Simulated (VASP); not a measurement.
# LiMgBN2 (C2) in VASP: a series of runs, part 2 of 2

VASP 6.6.1. The steps go on from the part before.

**4. Single point, PBE (all N atoms moved -0.250 Å, as atom 4 along Cartesian [1 -1 0])**

Input file INCAR:

```
PREC = Accurate ; ENCUT = 520
EDIFF = 1E-7 ; ISMEAR = 0
SIGMA = 0.05 ; LREAL = F
LASPH = T ; NELM = 100
ALGO = Fast ; ISIF = 2
LWAVE = F ; LCHARG = F
GGA = PE ; NBANDS = 17
```

Input file KPOINTS:

```
regular mesh
0
Gamma
  8 8 8
```

Input file POSCAR:

```
LiMgBN2
1.0
   -1.9096560000      1.9096560000      4.4435220000
    1.9096560000     -1.9096560000      4.4435220000
    1.9096560000      1.9096560000     -4.4435220000
Li Mg B N
1 1 1 2
Direct
    0.2500000000      0.7500000000      0.5000000000
    0.7500000000      0.2500000000      0.5000000000
    0.5000000000      0.5000000000      0.0000000000
    0.6975484579      0.6049785421      0.0000000000
    0.3950214579      0.3024515421      0.0000000000
```

Potentials or basis: VASP PAW PBE potentials, release 64 (Li_sv, Mg, B, N).

The run is started by

```bash
$ cat potpaw_PBE.64/Li_sv/POTCAR potpaw_PBE.64/Mg/POTCAR potpaw_PBE.64/B/POTCAR potpaw_PBE.64/N/POTCAR > POTCAR
$ mpirun -np 1 vasp_std > vasp.out
```

OUTCAR:

```text
PREC = Accurate
   ENCUT = 520
   EDIFF = 1E-7
   ISMEAR = 0
   LREAL = F
   LASPH = T
   NELM = 100
   ISIF = 2
   GGA = PE

 ion  position               nearest neighbor table
   1  0.250  0.750  0.500-   5 1.95   4 1.95   2 2.70   2 2.70   2 2.70   2 2.70
   2  0.750  0.250  0.500-   4 1.95   5 1.95   5 2.27   4 2.27   1 2.70   1 2.70   1 2.70   1 2.70

   3  0.500  0.500  0.000-   4 1.37   5 1.37
   4  0.698  0.605  0.000-   3 1.37   1 1.95   2 1.95   2 2.27
   5  0.395  0.302  0.000-   3 1.37   1 1.95   2 1.95   2 2.27

  LATTYP: Found a body centered tetragonal cell.
 ALAT       =     3.8193120000
 C/A-ratio  =     2.3268703892

  Lattice vectors:

 A1 = (  -1.9096560000,   1.9096560000,   4.4435220000)
 A2 = (   1.9096560000,  -1.9096560000,   4.4435220000)
 A3 = (   1.9096560000,   1.9096560000,  -4.4435220000)

Analysis of symmetry for initial positions (statically):
=====================================================================
 Subroutine PRICEL returns:
 Original cell was already a primitive cell.
[... 181 lines left out ...]
 cond. band min:       3.2611668443   @ k =   0.0000   0.0000   0.0000
 fundamental gap:      2.2705051964
 Fermi energy:         1.2276992312

 k-point     1 :       0.0000    0.0000    0.0000
  band No.  band energies     occupation
      1     -42.6155      2.00000
      2     -13.3991      2.00000
      3     -12.2676      2.00000
      4      -3.8853      2.00000
      5      -1.9457      2.00000
      6      -1.1452      2.00000
[... 457 lines left out ...]
      4      -3.5919      2.00000
      5      -3.2190      2.00000
      6      -1.7637      2.00000
[... 9 lines left out ...]
     16      11.2499      0.00000
     17      12.9867      0.00000

 [... further k-points ...]

------------------------ aborting loop because EDIFF is reached ----------------------------------------

  FORCE on cell =-STRESS in cart. coord.  units (eV):
  Direction    XX          YY          ZZ          XY          YZ          ZX
  --------------------------------------------------------------------------------------
  -------------------------------------------------------------------------------------
  Total        0.6124281      0.6124281     -1.3335980      0.8683658     -0.7089615     -0.7089635
  in kB       15.1379853     15.1379853    -32.9638474     21.4642493    -17.5240964    -17.5241457
  external PRESSURE =      -0.8959590 kB  Pullay stress =       0.0000000 kB

 VOLUME and BASIS-vectors are now :
 -----------------------------------------------------------------------------
  energy-cutoff  :      520.00
  volume of cell :       64.82
      direct lattice vectors                 reciprocal lattice vectors
    -1.909656000  1.909656000  4.443522000     0.000000000  0.261827261  0.112523354
     1.909656000 -1.909656000  4.443522000     0.261827261  0.000000000  0.112523354
     1.909656000  1.909656000 -4.443522000     0.261827261  0.261827261  0.000000000

 POSITION                                       TOTAL-FORCE (eV/Angst)
 -----------------------------------------------------------------------------------
      1.90966      0.00000      2.22176        -0.406888      0.406888     -0.000000
      0.00000      1.90966      2.22176        -1.292334      1.292334      0.000000
      0.00000      0.00000      4.44352        -1.681164      1.681164      0.000000
     -0.17678      0.17678      5.78781         2.159290     -1.221097     -1.134162
     -0.17678      0.17678      3.09924         1.221097     -2.159290      1.134162
 -----------------------------------------------------------------------------------
    total drift:                               -0.000434      0.000434     -0.000000

  FREE ENERGIE OF THE ION-ELECTRON SYSTEM (eV)
  ---------------------------------------------------
  free  energy   TOTEN  =       -30.9648200702 eV

  energy  without entropy=      -30.9648200702  energy(sigma->0) =      -30.96482007
```

OSZICAR:

```text
N       E                     dE             d eps       ncg     rms          rms(c)
DAV:   1     0.826365789679E+02    0.82637E+02   -0.81592E+03  5100   0.989E+02
DAV:   2    -0.273853899565E+02   -0.11002E+03   -0.10388E+03  6574   0.225E+02
DAV:   3    -0.371906235969E+02   -0.98052E+01   -0.97600E+01  8745   0.621E+01
[... 16 lines left out ...]
RMM:  20    -0.309648190165E+02   -0.10211E-05   -0.79732E-06  9016   0.144E-02    0.277E-04
RMM:  21    -0.309648195433E+02   -0.52674E-06   -0.40288E-06  8226   0.103E-02    0.714E-05
RMM:  22    -0.309648198590E+02   -0.31578E-06   -0.21615E-06  7967   0.773E-03    0.211E-04
RMM:  23    -0.309648200133E+02   -0.15425E-06   -0.10707E-06  7450   0.595E-03    0.264E-04
RMM:  24    -0.309648200702E+02   -0.56907E-07   -0.59425E-07  7271   0.490E-03
   1 F= -.30964820E+02 E0= -.30964820E+02  d E =-.191214E-13
```

stdout:

```text
POSCAR found type information on POSCAR LiMgB N
 POSCAR found :  4 types and       5 ions
 scaLAPACK will be used
 LDA part: xc-table for (Slater+PW92), standard interpolation
 POSCAR, INCAR and KPOINTS ok, starting setup
 FFT: planning ... GRIDC
 FFT: planning ... GRID_SOFT
 FFT: planning ... GRID
 WAVECAR not read
 entering main loop
WARNING in EDDRMM: call to ZHEGV failed, returncode =   6  3      3
WARNING in EDDRMM: call to ZHEGV failed, returncode =   6  3      8
 num prob RMM:  21    -0.309648195433E+02   -0.52674E-06   -0.40288E-06  8226   0.103E-02    0.714E-05
 num prob  num prob  num prob  num prob  num prob  num prob  num prob  num prob  num prob WARNING in EDDRMM: call to ZHEGV failed, returncode =   6  3     14
 num prob  num prob  num prob  num prob RMM:  23    -0.309648200133E+02   -0.15425E-06   -0.10707E-06  7450   0.595E-03    0.264E-04
 num prob  num prob RMM:  24    -0.309648200702E+02   -0.56907E-07   -0.59425E-07  7271   0.490E-03
```

It took 4 min on 1 thread of Intel Xeon 6975P-C (Granite Rapids), shared host; peak memory 0.37 GiB.

Results:

```yaml
Free_energy: -30.9648 eV
Largest_force: 2.728 eV/Å
Band_gap_on_the_k_mesh: 2.27 eV, indirect (least direct gap 2.91 eV)
```

Forces on the atoms (eV/Å):
```
Li  -0.407  0.407  0.000
Mg  -1.292  1.292  0.000
B   -1.681  1.681  0.000
N    2.159 -1.221 -1.134
N    1.221 -2.159  1.134
```

Caveat: the cutoff is under 1.25 times the usual one of these potentials, so pressure, stress and relaxed cells hold a basis-set (Pulay) error; forces of over 1 eV/Å show positions far from the minimum, so gaps and moduli don't describe the material at rest. A k mesh can miss the band edges.

**5. Single point, PBE (all N atoms moved -0.500 Å, as atom 4 along Cartesian [1 -1 0])**

Input file INCAR:

```
SYSTEM = LiMgBN2
  ALGO = Fast
  EDIFF = 1E-6
  ENCUT = 520
  GGA = PE
  ISIF = 2
  ISMEAR = 0
  LASPH = .True.
  LCHARG = .False.
  LREAL = .False.
  LWAVE = .False.
  NBANDS = 17
  NELM = 100
  PREC = Accurate
  SIGMA = 0.05
```

Input file KPOINTS:

```
k-points
0
Gamma
  8 8 8
  0 0 0
```

Changes to POSCAR since step 4:

```diff
@@ -11,3 +11,3 @@
     0.5000000000      0.5000000000      0.0000000000
-    0.6975484579      0.6049785421      0.0000000000
-    0.3950214579      0.3024515421      0.0000000000
+    0.7438334159      0.5586935841      0.0000000000
+    0.4413064159      0.2561665841      0.0000000000
```

The run is started by

```bash
$ cat potpaw_PBE.64/Li_sv/POTCAR potpaw_PBE.64/Mg/POTCAR potpaw_PBE.64/B/POTCAR potpaw_PBE.64/N/POTCAR > POTCAR
$ mpirun -np 1 vasp_std > vasp.out
```

It took 3.5 min on 1 thread of Intel Xeon 6975P-C (Granite Rapids), shared host; peak memory 0.38 GiB.

It converged, with:

```
Free energy            : -29.1051 eV
Largest force          : 6.581 eV/Å
Band gap on the k mesh : 1.46 eV, indirect (least direct gap 1.68 eV)
```

Forces on the atoms (eV/Å):
```
Li  -0.808  0.808  0.000
Mg  -2.550  2.550  0.000
B   -3.809  3.809  0.000
N    4.747 -2.420 -3.864
N    2.420 -4.747  3.864
```

Levels at points of the mesh, in eV from the valence-band top:
| k point | band 5 | band 6 | band 7 | band 8 | band 9 | band 10 | band 11 | band 12 | band 13 | band 14 |
| --- | --- | --- | --- | --- | --- | --- | --- | --- | --- | --- |
| (0.00, 0.00, 0.00) | -3.44 | -2.16 | -2.09 | -1.37 | -0.64 | 1.46 | 5.43 | 6.00 | 6.35 | 8.77 |
| (0.50, 0.00, 0.00) | -3.93 | -3.04 | -2.24 | -1.27 | -0.44 | 2.69 | 4.93 | 7.12 | 7.73 | 7.90 |
| (0.00, 0.50, 0.50) | -4.58 | -2.87 | -2.29 | -1.17 | -0.53 | 2.95 | 4.62 | 7.09 | 7.83 | 8.35 |
| (0.50, 0.50, 0.00) | -3.64 | -3.56 | -3.05 | -2.02 | -0.27 | 2.57 | 5.50 | 5.71 | 7.21 | 9.22 |
| (0.00, 0.00, 0.50) | -4.26 | -3.32 | -2.92 | -1.70 | -0.83 | 3.25 | 5.00 | 6.13 | 7.71 | 9.21 |
| (0.50, 0.50, 0.50) | -3.79 | -2.73 | -2.41 | -0.39 | -0.14 | 1.55 | 5.00 | 6.06 | 6.65 | 7.71 |

Caveat: the cutoff is under 1.25 times the usual one of these potentials, so pressure, stress and relaxed cells hold a basis-set (Pulay) error; forces of over 1 eV/Å show positions far from the minimum, so gaps and moduli don't describe the material at rest.

**6. The runs side by side**

| cell | further INCAR settings | gap on the mesh (eV) | largest force (eV/Å) |
| --- | --- | --- | --- |
| all N atoms moved +0.438 Å, as atom 4 along Cartesian [1 -1 0] | ALGO = Fast; EDIFF = 1e-07; NBANDS = 17 | 1.68 | 5.56 |
| all N atoms moved +0.125 Å, as atom 4 along Cartesian [1 -1 0] | ALGO = Fast; EDIFF = 1e-07; NBANDS = 17 | 2.53 | 1.23 |
| all N atoms moved -0.250 Å, as atom 4 along Cartesian [1 -1 0] | ALGO = Fast; EDIFF = 1e-07; NBANDS = 17 | 2.27 | 2.73 |
| all N atoms moved -0.500 Å, as atom 4 along Cartesian [1 -1 0] | ALGO = Fast; EDIFF = 1e-06; NBANDS = 17 | 1.46 | 6.58 |

Alike in all rows: task single point; level PBE; potentials or basis VASP PAW PBE potentials, release 64 (Li_sv, Mg, B, N); no spin polarisation; k mesh 8 × 8 × 8; cutoff (eV) 520; smearing gaussian 0.05 eV.

Caveats: the cutoff is under 1.25 times the usual one of these potentials, so pressure, stress and relaxed cells hold a basis-set (Pulay) error; forces of over 1 eV/Å show positions far from the minimum, so gaps and moduli don't describe the material at rest.

Absolute energies hang on the potentials; compare differences alone.
